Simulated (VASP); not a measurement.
Consider the following.

```yaml
crystal:
  lattice:
    - [1.63604, 0.94457, 6.52502]
    - [-1.63604, 0.94457, 6.52502]
    - [0.00000, -1.88913, 6.52502]
  atoms:
    - { symbol: Mo, position: [0.66681, 0.66681, 0.66681] }
    - { symbol: Se, position: [0.41847, 0.41847, 0.41847] }
    - { symbol: Se, position: [0.24839, 0.24839, 0.24839] }
```

Method: PBEsol GGA, VASP's PBE PAW potentials (set 64) (plane waves; VASP). Run with 400 eV cut-off, 9×9×9 Γ-centred mesh, tetrahedra with Blöchl corrections, potentials Mo_sv Se.

The cores are frozen, which limits the accuracy of field gradients. Without a dispersion term in the relaxation, distances and binding between the weakly bound layers, chains or molecules are unreliable, and so is what depends on them.

Q: Give the principal components of the electric field gradient (V/Å²) and the asymmetry η at each nucleus.

A: 
```tsv
atom	Vxx	Vyy	Vzz	η
Mo1	34.9	34.9	-69.8	0.00
Se2	48.7	48.7	-97.4	0.00
Se3	46.7	46.7	-93.4	0.00
```

The structure comes from a computed database's MoSe2 entry (R3m); how it stands against other phases isn't given here. It was relaxed first, which changed the volume by -8 %.
